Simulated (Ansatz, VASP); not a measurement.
# Cross-check of KNaICl between VASP and Ansatz, part 3 of 3

Wanted: the spread between two codes on one cell, functional and k mesh. The cell is taken from a series of runs on this material, whose earlier steps may have relaxed, scaled, displaced or heated it; both programs get it as it stands.

VASP 6.6.1 and Ansatz 0.2.0.

So far: The starting structure; VASP: zone-centre phonons, PBEsol.

## (3) Ansatz: zone-centre phonons, PBEsol

Level of this step: Ansatz beside VASP: Kohn-Sham DFT, plane waves, PBEsol (Ansatz).

Ansatz runs on its default PAW (the set named soft_2) files.

The same cell, functional and mesh now go to Ansatz, which takes its cutoff from its data sets.

The input, input.yaml:

```yaml
crystal:
  lattice:
    - [4.42548664, 0.0, 0.0]
    - [0.0, 4.42548664, 0.0]
    - [0.0, 0.0, 6.671117635]
  atoms:
    - { symbol: K, position: [0.5, 0.5, 0.5] }
    - { symbol: Na, position: [0.0, 0.0, 0.0] }
    - { symbol: I, position: [0.5, 0.5, 0.0] }
    - { symbol: Cl, position: [0.0, 0.0, 0.5] }
kpoints:
  mp_grid: { grid: [6, 6, 4] }
hamiltonian:
  xc: pbesol
scf:
  occupations: { method: fixed }
output:
  eigenvalues: true
phonons:
  method: dfpt
  dielectric: true
  rigid_motions: translations
```

On the command line:

```
$ ansatz run input.yaml --threads 4 --pin off --max-ram 9216MiB --backend cpu --events-out ev --progress --plain --runs-dir out
```

Numbers of over 12 decimals in the logs are rounded to 6 here.

The log of the run:

```text
Engine: ansatz 0.2.0, aarch64-unknown-linux-gnu
Pseudopotentials: kind: paw
Pseudopotential: K, paw, valence charge 9, recommended cutoff 420 eV (normal), K.paw.azcp
Pseudopotential: Na, paw, valence charge 9, recommended cutoff 420 eV (normal), Na.paw.azcp
Pseudopotential: I, paw, valence charge 17, recommended cutoff 420 eV (normal), I.paw.azcp
Pseudopotential: Cl, paw, valence charge 7, recommended cutoff 420 eV (normal), Cl.paw.azcp
Functional definition: PBEsol
  exchange = pbesol_x
  correlation = pbesol_c
Crystal: 4 atoms, lattice volume = 130.653 Å³
Basis set: ecut = 420 eV, 2583 PW (Γ), exchange–correlation on 60×60×90 points (8 copies of the dense FFT grid, shifted against one another)
Bands: 26, of which v1, the nominal top of the filled ones, is band 21 counted from 1 (20 counted from 0)
Symmetry: 16 space group operations
k-points: 56 of 144 (irreducible under 2 space group operations, time reversal used)
Non-local potential: K, projectors of the file, l = 0: 3, l = 1: 2, l = 2: 2
Non-local potential: Na, projectors of the file, l = 0: 3, l = 1: 2, l = 2: 1
Non-local potential: I, projectors of the file, l = 0: 2, l = 1: 2, l = 2: 2, l = 3: 2
Non-local potential: Cl, projectors of the file, l = 0: 2, l = 1: 2, l = 2: 2
PAW form: soft (Blöchl's): semilocal exchange-correlation on the pseudo side does not see the compensation charge
PAW frozen core: K, regenerated for the run's functional, and the local potential with it (the file was generated under x = pbe(κ = 0.804, μ = 0.219515), c = pbe(β = 0.066725))
PAW frozen core: Na, regenerated for the run's functional, and the local potential with it (the file was generated under x = pbe(κ = 0.804, μ = 0.219515), c = pbe(β = 0.066725))
PAW frozen core: I, regenerated for the run's functional, and the local potential with it (the file was generated under x = pbe(κ = 0.804, μ = 0.219515), c = pbe(β = 0.066725))
PAW frozen core: Cl, regenerated for the run's functional, and the local potential with it (the file was generated under x = pbe(κ = 0.804, μ = 0.219515), c = pbe(β = 0.066725))
PAW one-centre angular grid: K, 110 points (default); XC on 64 Gauss nodes
PAW one-centre angular grid: Na, 110 points (default); XC on 64 Gauss nodes
PAW one-centre angular grid: I, 590 points (default); XC on 64 Gauss nodes
PAW one-centre angular grid: Cl, 110 points (default); XC on 64 Gauss nodes
Initial density: superposition of atomic densities (neutral atoms: chi_scale 0, normalization atom), corrected by the library's trained network
Initial wavefunctions: pseudopotential atomic-orbital guess
Functional: x = pbesol(κ = 0.804, μ = 0.123457), c = pbesol(β = 0.046)
SCF iter   1: F=—  HF=-11491.256190 eV  |F-HF|=—  |Δ(HF+E_count)|=         —  Δρ=2.68e-3  dr2=1.04e-2  ethr=1.77e-3  ⟨swp⟩=5.6  Hψ=5730  notcnv=0  defer=154
preconditioner: auto → Resta (q_TF=auto, 2.258 Å⁻¹)  ε∞=2.5  [insulator: Δε(μ)=4.030 eV  Ē_g=12.464 eV  n_scr=28 (ndim 8)  ℏωp=15.2 eV  f_vac=0.095  ε∞_Penn≈2.5]
SCF iter   2: F=—  HF=-11491.250710 eV  |F-HF|=—  |Δ(HF+E_count)|=   5.48e-3  Δρ=1.19e-3  dr2=2.10e-3  ethr=2.47e-5  ⟨swp⟩=2.5  Hψ=2903  notcnv=0  defer=166
SCF iter   3: F=—  HF=-11491.250471 eV  |F-HF|=—  |Δ(HF+E_count)|=   2.39e-4  Δρ=3.23e-4  dr2=1.16e-4  ethr=5.00e-6  ⟨swp⟩=2.0  Hψ=2635  notcnv=0  defer=165
SCF iter   4: F=—  HF=-11491.250473 eV  |F-HF|=—  |Δ(HF+E_count)|=   2.23e-6  Δρ=1.29e-4  dr2=2.37e-5  ethr=2.75e-7  ⟨swp⟩=2.0  Hψ=2520  notcnv=0  defer=164
SCF iter   5: F=—  HF=-11491.250493 eV  |F-HF|=—  |Δ(HF+E_count)|=   1.97e-5  Δρ=3.00e-5  dr2=2.00e-6  ethr=5.64e-8  ⟨swp⟩=2.0  Hψ=1754  notcnv=0  defer=142
SCF iter   6: F=—  HF=-11491.250499 eV  |F-HF|=—  |Δ(HF+E_count)|=   5.82e-6  Δρ=4.50e-6  dr2=4.15e-8  ethr=4.76e-9  ⟨swp⟩=2.0  Hψ=2016  notcnv=0  defer=125
SCF iter   7: F=—  HF=-11491.250499 eV  |F-HF|=—  |Δ(HF+E_count)|=   8.59e-8  Δρ=1.82e-6  dr2=4.80e-9  ethr=9.88e-11  ⟨swp⟩=2.0  Hψ=2576  notcnv=0  defer=126
SCF iter   8: F=—  HF=-11491.250499 eV  |F-HF|=—  |Δ(HF+E_count)|=  2.87e-10  Δρ=4.70e-7  dr2=5.07e-10  ethr=1.14e-11  ⟨swp⟩=2.0  Hψ=2521  notcnv=0  defer=126
SCF iter   9: F=-11491.250499 eV  HF=-11491.250499 eV  |F-HF|=2.18e-11  |Δ(HF+E_count)|=  2.00e-10  Δρ=1.69e-7  dr2=2.07e-11  ethr=1.00e-12  ⟨swp⟩=15.7  Hψ=10800  notcnv=0
SCF 1 converged in 9 iterations: F = -11491.250499 eV  dr2 = 2.07e-11
  greatest PAW one-centre occupation: 0.999 electrons in one spin orbital (limit 2), on the Na atom at site 1 (counted from 0), in its partial waves of l = 0
DFPT response loops at Γ: preconditioner auto → Resta (q_TF=auto, 2.258 Å⁻¹)  ε∞=3.9 (no band partly filled); β = 1.00, the filter's whole step (`scf.mixing.beta` (0.50) is not read by the response loops at its default; to damp them type it under 1.00, their step now; it binds the ground state too); Broyden in place of MSR1
── the response to a field inside a basis, on 6×6×4 k-points: an SCF that follows is theirs, and a resumed run solves both again ──
Bands: 22, of which v1, the nominal top of the filled ones, is band 21 counted from 1 (20 counted from 0)
k-points: 12 of 144
Initial density: handed on by an earlier stage of this run
Initial wavefunctions: pseudopotential atomic-orbital guess (no wavefunctions were taken with the density)
Eigensolver: Dense (12 Hₖ)
SCF iter   1: F=—  HF=-11491.243970 eV  |F-HF|=—  |Δ(HF+E_count)|=         —  Δρ=8.34e-5  dr2=1.62e-6  ethr=1.00e-1
preconditioner: auto → Resta (q_TF=auto, 2.258 Å⁻¹)  ε∞=2.9  [insulator: Δε(μ)=4.564 eV  Ē_g=11.147 eV  n_scr=28 (ndim 8)  ℏωp=15.2 eV  f_vac=0.086  ε∞_Penn≈2.9]
SCF iter   2: F=—  HF=-11491.243973 eV  |F-HF|=—  |Δ(HF+E_count)|=   3.31e-6  Δρ=4.31e-5  dr2=4.34e-7  ethr=3.86e-9
SCF iter   3: F=-11491.243975 eV  HF=-11491.243975 eV  |F-HF|=3.45e-9  |Δ(HF+E_count)|=   1.34e-6  Δρ=2.50e-6  dr2=4.89e-9  ethr=1.03e-9
SCF 1 converged in 3 iterations: F = -11491.243975 eV  dr2 = 4.89e-9
DFPT response loops at Γ: preconditioner auto → Resta (q_TF=auto, 2.258 Å⁻¹)  ε∞=3.6 (no band partly filled); β = 1.00, the filter's whole step (`scf.mixing.beta` (0.50) is not read by the response loops at its default; to damp them type it under 1.00, their step now; it binds the ground state too); Broyden in place of MSR1
SCF converged after 9 iterations
Free energy (F): -11491.250499 eV
Harris-Foulkes:  -11491.250499 eV  (|F-HF|=2.18e-11)
Internal energy: -11491.250499 eV  (E = F + TS)
E sigma→0 (E₀):  -11491.250499 eV
Fermi energy:    1.926657 eV
--- Per-component energies (eV) ---
  E_band       = -754.844528
  E_kinetic    = 725.560776
  E_local      = -4434.115362  (includes V_loc(G=0)·N_el)
  E_nonlocal   = 70.211013
  E_hartree    = 1915.913501
  E_xc         = -405.515351
  E_vxc        = -463.787412  (∫ρ·V_xc dr)
  E_paw        = -6394.658498  (= ΣΔE_a)
  E_vpaw       = -484.540695  (= ΣTr[D̂ρ^β])
  E_aug_tail   = 0.000083  (compensation charges beyond the density's cutoff)
  E_ewald      = -2969.299814
  E_core_change = 0.653153  (= ΣΔE_core)
  E_smearing   = -0.000000  (= −TS)
  E_closure    = -0.000000  (closes the sum)
  Σ components = -11491.250499   (vs F -11491.250499, Δ=0.00e0)
--- Band table (eV; the first three rows and the last of 56) ---
  k-point 0: bands = [... 17 lower, 1.4356, 1.8731, 1.8931, 1.8931, 5.9581, 7.8625, 8.2209, 9.6780, ... 1 higher]
  k-point 1: bands = [... 17 lower, 1.4691, 1.5168, 1.8414, 1.8414, 6.3953, 8.0365, 8.3636, 9.2458, ... 1 higher]
  k-point 2: bands = [... 17 lower, 1.5145, 1.5145, 1.7780, 1.7780, 6.9470, 8.1467, 8.4892, 8.5881, ... 1 higher]
  k-point 55: bands = [... 17 lower, 1.1456, 1.1456, 1.1848, 1.3815, 7.4417, 9.1442, 9.1442, 9.5049, ... 1 higher]
--- Phonons (Γ-DFPT): 8 representative perturbations + reference, on 56 of 144 k-points (Σ response iterations 24) ---
  k mesh reduced under 2 symmetry operations, with k and −k counted as one. Each operation leaves every solved perturbation unchanged. A smaller set is not considered because the run solves the response to a homogeneous field
  ASR residual: 1.188e-3 → 0.000e0 eV/Å²; symmetrization residual: 1.237e-5 eV/Å²
  ASR residual per site (eV/Å²): 1.37e-4 1.19e-3 3.06e-4 5.43e-4
  Γ frequencies (cm⁻¹): -97.66 0.00 0.00 0.00 37.85 37.85 80.65 135.90 135.90 146.94 146.94 152.58
  ε∞ (high-frequency dielectric tensor):
        2.853386     0.000000     0.000000
        0.000000     2.853386     0.000000
        0.000000     0.000000     2.775542
  softest optical mode at Γ: -97.66 cm⁻¹; the repairs (sum rule, projections) moved no ω² at Γ by more than (3.98 cm⁻¹)²
  Born effective charges Z* (e; rows j = field, columns β = displacement):
    site 0:
         1.10419    0.00000    0.00000
         0.00000    1.10419    0.00000
         0.00000    0.00000    1.12944
    site 1:
         1.23734    0.00000    0.00000
         0.00000    1.23734    0.00000
         0.00000    0.00000    0.99418
    site 2:
        -1.13511    0.00000    0.00000
         0.00000   -1.13511    0.00000
         0.00000    0.00000   -0.82356
    site 3:
        -1.20642    0.00000    0.00000
         0.00000   -1.20642    0.00000
         0.00000    0.00000   -1.30006
  Z* charge neutrality: 6.329e-3 e pre-enforcement
  solved inside a basis spanned on kpoints, on 6×6×4 k-points, its susceptibility summed on 8×8×6: ε∞ is read to err by 8.0e-3, Z* by 2.1e-2 e (field_mesh: kpoints solves on kpoints); Z* is corrected for what the basis lacks
  optical modes at Γ without the LO–TO term, one row a degenerate level:
      ω (cm⁻¹)  modes    IR ((D/Å)²/amu)
        -97.66      1             2.0571
         37.85      2             0.0364
         80.65      1             0.0416
        135.90      2             2.4750
        146.94      2             4.3631
        152.58      1             0.8691
  optical modes at Γ + LO–TO along q̂ = [1.0000, 0.0000, 0.0000]:
      ω (cm⁻¹)  modes    IR ((D/Å)²/amu)
        -97.66      1             2.0571
         37.85      1             0.0182
         38.52      1             0.0044
[...]
optical modes at Γ + LO–TO along q̂ = [0.0000, 1.0000, 0.0000]:
      ω (cm⁻¹)  modes    IR ((D/Å)²/amu)
[...]
152.58      1             0.8691
        200.46      1             3.4147
  optical modes at Γ + LO–TO along q̂ = [0.0000, 0.0000, 1.0000]:
      ω (cm⁻¹)  modes    IR ((D/Å)²/amu)
          8.80      1             1.1621
         37.85      2             0.0364
         83.23      1             0.1191
        135.90      2             2.4750
        146.94      2             4.3631
        175.21      1             1.6866
```

## (4) Differences

Known differences besides the potentials themselves: fixed occupations in Ansatz, narrow Gaussian smearing in VASP; VASP's response is taken on the typed mesh, Ansatz refines its own for the field response alone; the data sets hold 42 valence electrons in Ansatz (on its default PAW (the set named soft_2) files) and 30 in VASP; the cutoff is 420 eV in Ansatz and 500 eV in VASP; Ansatz makes its cores anew for this functional, VASP keeps those of its PBE data sets. Total energies have different zeros and are not compared.

Both answers:

```csv
quantity,Ansatz,VASP,difference
ε∞ xx,2.85,2.86,-0.32 %
ε∞ yy,2.85,2.86,-0.32 %
ε∞ zz,2.78,2.78,-0.11 %
Born charge of K1 (mean of the diagonal) (e),1.11,1.12,0.00
Born charge of Na2 (mean of the diagonal) (e),1.16,1.16,0.00
Born charge of I3 (mean of the diagonal) (e),-1.03,-1.04,0.00
Born charge of Cl4 (mean of the diagonal) (e),-1.24,-1.24,0.00
"optical mode 1 (imaginary, printed as negative) (cm⁻¹)",-97.7,-99.4,+1.7
optical mode 2 to 3 (cm⁻¹),37.9,37.9,0.0
optical mode 4 (cm⁻¹),80.7,80.0,+0.80 %
optical mode 5 to 6 (cm⁻¹),135.9,137.7,-1.28 %
optical mode 7 to 8 (cm⁻¹),146.9,150.2,-2.15 %
optical mode 9 (cm⁻¹),152.6,153.5,-0.60 %
```

Modes are paired by rising frequency, not by their patterns, so a pair may set unlike modes beside each other; they are those without the splitting of longitudinal modes.

## (5) Outcome

| Quantity | Value |
| --- | --- |
| r.m.s. difference of the optical zone-centre modes, each program's sorted by frequency (zone-centre phonons, PBEsol) | 1.9 cm⁻¹ |
| difference in optical mode 7 to 8 (zone-centre phonons, PBEsol) | -2.1 % |

**Reading.** The r.m.s. difference of the optical zone-centre modes, each program's sorted by frequency is 1.9 cm⁻¹ (zone-centre phonons, PBEsol). The data sets hold unlike numbers of valence electrons (42 in Ansatz and 30 in VASP), so part of the differences comes from the potentials. Among the rows given in per cent, the largest difference of the zone-centre phonons, PBEsol pair is in optical mode 7 to 8, -2.1 %. Such differences can come from data sets, numerical settings and the points named under the comparisons, not from the functional's error against experiment.

[Lines on the potential files, build, host, timing and source positions are cut from VASP's logs without a mark.]

[Logs are printed without paths, hosts, clocks, repeated set-up lines and the standing remarks that a program may print on its own settings, such as how far it seeks lower states.]

[Hosts, paths, dates, database ids (printed as entryN), source tags and the programs' standing remarks are cut or masked in the printed files.]
